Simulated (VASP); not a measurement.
Input:

```xyz
1
Lattice="0.0000 1.9152 1.9152 1.9152 0.0000 1.9152 1.9152 1.9152 0.0000" Properties=species:S:1:pos:R:3 pbc="T T T"
Rh     0.0000     0.0000     0.0000
```

Method: PBE GGA, VASP's PBE PAW potentials (set 64) (plane waves; VASP 6.6.1). Run with 500 eV cut-off, 16×16×16 Γ-centred mesh, first-order Methfessel-Paxton smearing of 0.10 eV, potentials Rh_pv.

**Question.** The ions, cell shape and volume at an external pressure of 5.0 GPa are relaxed. Which structure does the run end with?

**Answer.** 
```xyz
1
Lattice="0.0000 1.9036 1.9036 1.9036 0.0000 1.9036 1.9036 1.9036 0.0000" Properties=species:S:1:pos:R:3 pbc="T T T"
Rh     0.0000     0.0000     0.0000
```
Space group Fm-3m (225), at a tolerance of 0.03 Å.

**Question.** How do energy and volume change from the first to the last step?

**Answer.** The energy (σ→0) changes by +3.8 meV/atom and the volume by -1.8 %, in 3 ionic steps.

The compound is Rh in the fcc structure. This run relaxes it under an external pressure of 5 GPa. Symmetry was kept, so distortions that lower it aren't found.
